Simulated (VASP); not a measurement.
Method: PBEsol GGA, VASP's PBE PAW potentials (set 64) (plane waves; VASP).

The input files of a VASP run:

**INCAR**
```
SYSTEM = HfO2
PREC = Accurate
ENCUT = 600
EDIFF = 1E-7
NELM = 100
ALGO = Normal
LREAL = .FALSE.
LASPH = .TRUE.
ISMEAR = 0
SIGMA = 0.05
GGA = PS
LMAXMIX = 6
LWAVE = .FALSE.
LCHARG = .FALSE.
ISIF = 2
IBRION = 2
NSW = 30
EDIFFG = -0.01
```

**KPOINTS**
```
Regular mesh
0
gamma
 8 8 8
```

**POSCAR**
```
HfO2
1.0
  0.0000000000   2.5857769551   2.5104630632
  2.5104630632   0.0000000000   2.5104630632
  2.5104630632   2.5857769551   0.0000000000
Hf O
1 2
Cart
  0.0000000000   0.0000000000   0.0000000000
  1.2552315316   1.2928884776   1.2552315316
  3.7656945948   3.8786654327   3.7656945948
```

POTCAR, in this order: Hf_pv O (PBE.64 set). Program: vasp_std.

Output of the run:

File OUTCAR:
```
 ion  position               nearest neighbor table
   1  0.000  0.000  0.000-   3 2.20   3 2.20   2 2.20   3 2.20   2 2.20   2 2.20   2 2.20   3 2.20
  LATTYP: Found a body centered tetragonal cell.
 ALAT       =     3.5503309118
 C/A-ratio  =     1.4566399692
 Subroutine PRICEL returns:
 Original cell was already a primitive cell.
 Subroutine GETGRP returns: Found 16 space group operations
The static configuration has the point symmetry D_4h.
The dynamic configuration has the point symmetry D_4h.
 Subroutine INISYM returns: Found 16 space group operations
 Subroutine IBZKPT returns following result:
 Found     59 irreducible k-points:

 Following reciprocal coordinates:
            Coordinates               Weight
  0.000000  0.000000  0.000000      1.000000
  0.125000  0.000000  0.000000      8.000000
  0.250000  0.000000  0.000000      8.000000
  0.375000  0.000000  0.000000      8.000000
  0.500000  0.000000  0.000000      4.000000
  0.125000  0.125000  0.000000      4.000000
  0.250000  0.125000  0.000000     16.000000
  0.375000  0.125000  0.000000     16.000000
  0.500000  0.125000 -0.000000     16.000000
 -0.375000  0.125000  0.000000     16.000000
 -0.250000  0.125000  0.000000     16.000000
 -0.125000  0.125000  0.000000      8.000000
  0.250000  0.250000  0.000000      4.000000
  0.375000  0.250000  0.000000     16.000000
  0.500000  0.250000  0.000000     16.000000
 -0.375000  0.250000  0.000000     16.000000
 -0.250000  0.250000  0.000000      8.000000
  0.375000  0.375000  0.000000      4.000000
  0.500000  0.375000  0.000000     16.000000
 -0.375000  0.375000  0.000000      8.000000
  0.500000  0.500000  0.000000      2.000000
  0.125000  0.000000  0.125000      2.000000
  0.250000  0.000000  0.125000      8.000000
  0.375000  0.000000  0.125000      8.000000
  0.500000  0.000000  0.125000      8.000000
 -0.375000  0.000000  0.125000      8.000000
 -0.250000  0.000000  0.125000      8.000000
 -0.125000  0.000000  0.125000      4.000000
  0.375000  0.250000  0.125000      8.000000
  0.500000  0.250000  0.125000     16.000000
 -0.375000  0.250000  0.125000      8.000000
  0.250000  0.375000  0.125000      8.000000
  0.500000  0.375000  0.125000      8.000000
 -0.375000  0.375000  0.125000     16.000000
 -0.250000  0.375000  0.125000      8.000000
  0.250000  0.500000  0.125000     16.000000
  0.375000  0.500000  0.125000      8.000000
 -0.375000  0.500000  0.125000      4.000000
  0.250000 -0.375000  0.125000     16.000000
  0.375000 -0.375000  0.125000     16.000000
   k-points           NKPTS =     59   k-points in BZ     NKDIM =     59   number of bands    NBANDS=     15
   number of dos      NEDOS =    301   number of ions     NIONS =      3
   total plane-waves  NPLWV =  25200
   dimension x,y,z NGX =    30 NGY =   28 NGZ =   30
   dimension x,y,z NGXF=    60 NGYF=   56 NGZF=   60
   ions per type =               1   2
   PREC   = accura    normal or accurate (medium, high low for compatibility)
   ISTART =      0    job   : 0-new  1-cont  2-samecut
   ICHARG =      2    charge: 1-file 2-atom 10-const
   ISPIN  =      1    spin polarized calculation?
   LNONCOLLINEAR =      F non collinear calculations
   LSORBIT =      F    spin-orbit coupling
   INIWAV =      1    electr: 0-lowe 1-rand  2-diag
   ENCUT  =  600.0 eV  44.10 Ry    6.64 a.u.   7.20  7.09  7.20*2*pi/ulx,y,z
   NELM   =    100;   NELMIN=  2; NELMDL= -5     # of ELM steps
   EDIFF  = 0.1E-06   stopping-criterion for ELM
   LREAL  =      F    real-space projection
   NLSPLINE    = F    spline interpolate recip. space projectors
   LMAXMIX     =    6 max onsite mixed and CHGCAR
...
```

OSZICAR:
```
       N       E                     dE             d eps       ncg     rms          rms(c)
DAV:   1     0.109006792736E+03    0.10901E+03   -0.14067E+04  1770   0.162E+03
DAV:   2    -0.329134601445E+02   -0.14192E+03   -0.13813E+03  2305   0.341E+02
DAV:   3    -0.368354202516E+02   -0.39220E+01   -0.39186E+01  2267   0.558E+01
DAV:   4    -0.368572638722E+02   -0.21844E-01   -0.21841E-01  2260   0.452E+00
DAV:   5    -0.368574407288E+02   -0.17686E-03   -0.17685E-03  2211   0.368E-01    0.493E+01
DAV:   6    -0.317762991605E+02    0.50811E+01   -0.27213E+01  1973   0.365E+01    0.434E+01
DAV:   7    -0.316424238056E+02    0.13388E+00   -0.76841E-01  2127   0.830E+00    0.286E+01
DAV:   8    -0.316029711783E+02    0.39453E-01   -0.22238E-01  2197   0.491E+00    0.548E+00
DAV:   9    -0.315920071523E+02    0.10964E-01   -0.39475E-02  2155   0.186E+00    0.181E+00
DAV:  10    -0.315918021396E+02    0.20501E-03   -0.38656E-03  2480   0.487E-01    0.270E-01
DAV:  11    -0.315917810896E+02    0.21050E-04   -0.21951E-04  2022   0.126E-01    0.183E-01
DAV:  12    -0.315917834299E+02   -0.23403E-05   -0.23968E-05  2401   0.391E-02    0.277E-02
DAV:  13    -0.315917837179E+02   -0.28802E-06   -0.15828E-06  2226   0.973E-03    0.116E-02
DAV:  14    -0.315917837562E+02   -0.38262E-07   -0.18223E-07  1656   0.357E-03
   1 F= -.31591784E+02 E0= -.31591784E+02  d E =-.315918E+02
```

File OUTCAR:
```
------------------------ aborting loop because EDIFF is reached ----------------------------------------
  FORCE on cell =-STRESS in cart. coord.  units (eV):
  Direction    XX          YY          ZZ          XY          YZ          ZX
  --------------------------------------------------------------------------------------
  Total       -0.6516856     -3.4732545     -0.6516856      0.0000000      0.0000000      0.0000000
  in kB      -32.0346491   -170.7333886    -32.0346491      0.0000000      0.0000000      0.0000000
  external PRESSURE =     -78.2675623 kB  Pullay stress =       0.0000000 kB
  volume of cell :       32.59
      direct lattice vectors                 reciprocal lattice vectors
     0.000000000  2.585776955  2.510463063    -0.199166444  0.193365479  0.199166444
     2.510463063  0.000000000  2.510463063     0.199166444 -0.193365479  0.199166444
     2.510463063  2.585776955  0.000000000     0.199166444  0.193365479 -0.199166444
 POSITION                                       TOTAL-FORCE (eV/Angst)
 -----------------------------------------------------------------------------------
      0.00000      0.00000      0.00000        -0.000000     -0.000000      0.000000
      1.25523      1.29289      1.25523         0.000000     -0.000000     -0.000000
      3.76569      3.87867      3.76569        -0.000000      0.000000      0.000000
 -----------------------------------------------------------------------------------
    total drift:                                0.000000     -0.000000      0.000000
  FREE ENERGIE OF THE ION-ELECTRON SYSTEM (eV)
  ---------------------------------------------------
  free  energy   TOTEN  =       -31.5917837562 eV

  energy  without entropy=      -31.5917837562  energy(sigma->0) =      -31.59178376

 reached required accuracy - stopping structural energy minimisation
```
(Selected blocks of OUTCAR.)

### OUTCAR
```
 val. band max:        4.2438709065   @ k =   0.5000   0.5000   0.0000

 cond. band min:       7.6984967416   @ k =   0.0000   0.0000   0.0000


 Fermi energy:         4.5077307792

 k-point     1 :       0.0000    0.0000    0.0000
  band No.  band energies     occupation
      1     -25.5085      2.00000
      2     -25.5085      2.00000
      3     -25.4871      2.00000
      4     -14.5562      2.00000
      5     -11.4511      2.00000
      6      -1.2736      2.00000
      7      -1.2736      2.00000
      8      -1.2431      2.00000
      9       3.2559      2.00000
     10       3.6489      2.00000
     11       3.6489      2.00000
     12       7.6985      0.00000
     13       8.0640      0.00000
     14       9.8208      0.00000
     15      14.4927      0.00000

 k-point     2 :       0.1250    0.0000    0.0000
  band No.  band energies     occupation
      1     -25.5718      2.00000
      2     -25.5151      2.00000
      3     -25.5008      2.00000
      4     -14.3444      2.00000
      5     -11.6254      2.00000
      6      -1.1166      2.00000
      7      -1.1082      2.00000
      8      -0.8426      2.00000
      9       2.9023      2.00000
     10       3.2518      2.00000
     11       3.3478      2.00000
     12       8.0302      0.00000
     13       8.3357      0.00000
     14      10.4297      0.00000
     15      13.8076      0.00000

 k-point     3 :       0.2500    0.0000    0.0000
  band No.  band energies     occupation
      1     -25.7301      2.00000
      2     -25.5310      2.00000
      3     -25.5218      2.00000
      4     -13.8421      2.00000
      5     -11.9768      2.00000
      6      -0.7555      2.00000
      7      -0.7224      2.00000
      8       0.1303      2.00000
      9       2.0960      2.00000
     10       2.6431      2.00000
     11       2.7893      2.00000
     12       8.5591      0.00000
     13       8.7030      0.00000
     14      11.0567      0.00000
     15      13.2680      0.00000
...
```

Unless said otherwise, spin-orbit coupling is left out, though it shifts the bands of the heavy elements here.

The compound is HfO2 in the fluorite structure, the high-temperature cubic form, which is unstable at 0 K; the monoclinic form is the stable one. This cell was strained or had an atom moved on purpose.
